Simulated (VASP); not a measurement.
# SiO2: what each functional gives, and what it costs, part 2 of 2

Aim: the band gap of SiO2 at many levels of theory on one cell, with the cost of each. LASPH is on for some levels and off for others; the table marks which. The start is a cell from a database of measured crystal structures.

VASP 6.6.1, plane waves and PAW; the level of theory is named at each step.

So far, least gap on mesh and path (eV): step 2 (bands, level LDA) 5.74; step 3 (bands, level PBE) 5.99; step 4 (bands, level r2SCAN) 6.64; step 5 (bands, level TB-mBJ) 8.62; step 6 (bands, level BLYP) 6.06.

### 8. Bands with HSE06

This step: HSE06; plane waves and PAW (Si, O) (VASP 6.6.1).

HSE06 mixes in a quarter of exact exchange at short range, at far higher cost; in semiconductors this cures much of the gap error, while metals seldom gain.

Input file INCAR:

```
SYSTEM = SiO2
PREC = Accurate
ENCUT = 520
EDIFF = 1E-06
NELM = 100
ISMEAR = 0
SIGMA = 0.02
LREAL = .FALSE.
ALGO = Normal
LHFCALC = .TRUE.
AEXX = 0.25
GGA = PE
HFSCREEN = 0.2
LASPH = .TRUE.
NBANDS = 33
PRECFOCK = Fast
LORBIT = 11
LWAVE = .FALSE.
LCHARG = .FALSE.
KPAR = 2
```

Input file POSCAR:

```
SiO2
1.0
    4.9163600000      0.0000000000      0.0000000000
   -2.4581800000      4.2576926541      0.0000000000
    0.0000000000      0.0000000000      5.4084000000
Si O
3 6
Direct
    0.4697300000      0.0000000000      0.6666666667
    0.0000000000      0.4697300000      0.3333333333
    0.5302700000      0.5302700000      0.0000000000
    0.4135400000      0.2675800000      0.7855800000
    0.7324200000      0.1459600000      0.4522466667
    0.8540400000      0.5864600000      0.1189133333
    0.2675800000      0.4135400000      0.2144200000
    0.1459600000      0.7324200000      0.5477533333
    0.5864600000      0.8540400000      0.8810866667
```

Input file KPOINTS:

```
Automatic mesh
0
Gamma
3 3 3
0 0 0
```

Input file KPOINTS_OPT:

```
Line mode
6
Line-mode
Reciprocal
  0.00000000   0.00000000   0.00000000 GAMMA
  0.50000000   0.00000000   0.00000000 M

  0.50000000   0.00000000   0.00000000 M
  0.33333333   0.33333333   0.00000000 K

  0.33333333   0.33333333   0.00000000 K
  0.00000000   0.00000000   0.00000000 GAMMA

  0.00000000   0.00000000   0.00000000 GAMMA
  0.00000000   0.00000000   0.50000000 A

  0.00000000   0.00000000   0.50000000 A
  0.50000000   0.00000000   0.50000000 L

  0.50000000   0.00000000   0.50000000 L
  0.33333333   0.33333333   0.50000000 H

  0.33333333   0.33333333   0.50000000 H
  0.00000000   0.00000000   0.50000000 A

  0.50000000   0.00000000   0.50000000 L
  0.50000000   0.00000000   0.00000000 M

  0.33333333   0.33333333   0.00000000 K
  0.33333333   0.33333333   0.50000000 H
```

Potentials, in the order of the species: Si and O (PBE family, release 64).

The WAVECAR or CHGCAR of an earlier step is read.

Run with:

```console
$ mpirun -np 8 vasp_std
```

Elapsed: 4.6 min, on 8 MPI ranks of Intel Xeon 6975P-C (Granite Rapids), shared host; peak memory 2.5 GiB; 36 min of CPU time.

The k-mesh is coarse for exact exchange; levels may shift by about 0.1 eV on a finer one.

Electronic bands along the path, in eV, zero at the valence-band top; v1 is the highest filled band, c1 the lowest empty one:

```csv
point,v4,v3,v2,v1,c1,c2,c3,c4
Γ,-1.06,-0.73,-0.33,-0.33,7.85,11.28,11.28,11.79
0.60 of the way,-1.07,-0.89,-0.26,-0.12,9.10,11.34,11.42,11.93
M,-1.08,-0.83,-0.29,-0.04,10.24,10.97,11.72,11.74
0.60 of the way,-1.18,-0.63,-0.36,-0.01,10.51,11.06,11.58,12.05
K,-1.30,-0.47,-0.47,0.00,10.92,10.92,11.42,12.44
0.60 of the way,-0.99,-0.91,-0.27,-0.17,8.65,11.28,11.42,11.88
Γ,-1.06,-0.73,-0.33,-0.33,7.85,11.28,11.28,11.79
0.60 of the way,-1.17,-0.51,-0.20,-0.09,8.71,10.97,11.10,11.25
A,-1.26,-0.23,-0.23,-0.10,9.88,9.88,10.93,11.79
0.40 of the way,-1.18,-0.40,-0.37,-0.15,10.18,10.24,11.20,11.77
L,-0.94,-0.88,-0.63,-0.20,11.06,11.49,11.61,11.75
0.40 of the way,-0.90,-0.90,-0.65,-0.30,11.09,11.58,11.67,11.80
H,-0.98,-0.80,-0.62,-0.62,11.20,11.75,11.75,12.14
0.60 of the way,-1.16,-0.48,-0.35,-0.19,10.28,10.34,11.26,11.89
A,-1.26,-0.23,-0.23,-0.10,9.88,9.88,10.93,11.79
jump to L,-0.94,-0.88,-0.63,-0.20,11.06,11.49,11.61,11.75
0.40 of the way,-1.02,-0.72,-0.55,-0.15,10.70,11.15,11.57,12.03
M,-1.08,-0.83,-0.29,-0.04,10.24,10.97,11.72,11.74
jump to K,-1.30,-0.47,-0.47,0.00,10.92,10.92,11.42,12.44
0.60 of the way,-1.03,-0.62,-0.59,-0.29,11.08,11.27,11.69,12.23
H,-0.98,-0.80,-0.62,-0.62,11.20,11.75,11.75,12.14
```

Of the projections kept (Si, O), the largest for each band there; the rest of the weight can lie on other orbitals:

```csv
point,v4,v3,v2,v1,c1,c2,c3,c4
Γ,O 0.97,O 0.96,O 0.99,O 0.99,O 0.72,Si 0.65,Si 0.66,O 0.51
M,O 0.99,O 0.99,O 0.99,O 0.99,O 0.69,O 0.76,Si 0.63,Si 0.55
K,O 0.99,O 0.99,O 0.99,O 1.00,O 0.72,O 0.72,O 0.67,Si 0.61
Γ,O 0.97,O 0.96,O 0.99,O 0.99,O 0.72,Si 0.65,Si 0.66,O 0.51
A,O 0.98,O 0.98,O 0.98,O 0.99,O 0.79,O 0.79,Si 0.95,Si 0.72
L,O 0.99,O 0.96,O 0.99,O 1.00,Si 0.54,O 0.58,O 0.80,Si 0.56
```

The gap is 7.85 eV, indirect, from K to Γ. Against LDA that is +2.11 eV; this run took 11 times the core time, on fewer points of the path.

### 9. The ladder as a table

This step: ladder of functionals on one cell; plane waves and PAW (VASP 6.6.1).

This step runs nothing: it gathers the runs above.

A gap of 0 means none; cost is the wall time of each run, as given at its step, times its ranks, without the set-up around it; LASPH differs between rows, which moves results and costs too. Results by level, by row:

```csv
level,gap (eV),least direct gap (eV),pressure (GPa),cost (core minutes),LASPH
LDA,5.744,6.051,1.32,3.2,off
PBE,5.986,6.283,7.04,3.33,off
r2SCAN,6.638,6.934,1.66,9.87,on
TB-mBJ,8.622,8.839,-,5.6,on
BLYP,6.057,6.348,9.29,3.6,off
HSE06,7.851,8.179,-,36.5,on
```

### 10. Summary of results

```
gap, LDA    : 5.74 eV
gap, PBE    : 5.99 eV
gap, r2SCAN : 6.64 eV
gap, TB-mBJ : 8.62 eV
gap, BLYP   : 6.06 eV
gap, HSE06  : 7.85 eV
```

For SiO2 the functional decides between a gap of 5.74 eV (LDA) and 8.62 eV (TB-mBJ), while across these levels the cost spans a factor of 11. HSE06 moves the gap by +1.86 eV from PBE, at about 11 times the core time, though on fewer points of the path. TB-mBJ lands +0.77 eV from HSE06 at 15 % of its cost. All levels use one geometry and one mesh, kept coarse to afford the hybrids, so no gap here is fully converged. Costs come from a shared host, and the hybrids use PRECFOCK = Fast. These are single-particle gaps of a static lattice, without excitons or temperature. LASPH is on for some levels and off for others, so differences between them are not the functional's alone.

[Lines on the potential files, build, host, timing and source positions are cut from VASP's logs without a mark.]

[Logs are printed without paths, hosts, clocks, repeated set-up lines and the standing remarks that a program may print on its own settings, such as how far it seeks lower states.]

[Hosts, paths, dates, database ids (printed as entryN), source tags and the programs' standing remarks are cut or masked in the printed files.]

[A measured line is paired with the nearest computed mode of its activity, which favours agreement.]
